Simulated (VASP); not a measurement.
A VASP calculation is set up with these files.

File POSCAR:
```
Os
1
    1.3650000000    -2.3642490000     0.0000000000
    1.3650000000     2.3642490000     0.0000000000
    0.0000000000     0.0000000000     4.3200000000
Os
2
Direct
  0.3333330000   0.6666670000   0.2500000000
  0.6666670000   0.3333330000   0.7500000000
```

**INCAR**
```
SYSTEM = Os
PREC = Accurate
ENCUT = 300
EDIFF = 1E-6
NELM = 100
ALGO = Normal
LREAL = .FALSE.
LASPH = .TRUE.
ISMEAR = 0
SIGMA = 0.136
GGA = PE
LMAXMIX = 6
LWAVE = .FALSE.
LCHARG = .FALSE.
ISIF = 2
```

**KPOINTS**
```
Automatic mesh
0
Gamma
11 11 6
0 0 0
```

POTCAR, in this order: Os (PBE.64 set). Program: vasp_std.

Task: Write an equivalent input for Quantum ESPRESSO's pw.x.

Result: One equivalent input (not run):
```
&CONTROL
  calculation = 'scf'
  pseudo_dir = './pseudo'
  outdir = './out'
  tprnfor = .true.
  tstress = .true.
/
&SYSTEM
  ibrav = 0
  nat = 2
  ntyp = 1
  ecutwfc = 74
  occupations = 'smearing'
  smearing = 'gaussian'
  degauss = 0.009996
  input_dft = 'pbe'
/
&ELECTRONS
  conv_thr = 7.3e-08
  electron_maxstep = 100
/
ATOMIC_SPECIES
  Os 190.230 Os.upf
CELL_PARAMETERS angstrom
     1.3650000   -2.3642490    0.0000000
     1.3650000    2.3642490    0.0000000
     0.0000000    0.0000000    4.3200000
ATOMIC_POSITIONS crystal
  Os   0.3333330  0.6666670  0.2500000
  Os   0.6666670  0.3333330  0.7500000
K_POINTS automatic
  11 11 6 0 0 0
```
What does not carry over: the potentials are each code's own (VASP's PAW set, PseudoDojo norm-conserving files in pw.x), so ENCUT and ecutwfc are chosen apart and not converted; conv_thr bounds pw.x's estimated SCF error, while EDIFF bounds the energy change between steps.

The structure is a typed Os crystal (P6_3/mmc). The cell was not relaxed at this level.
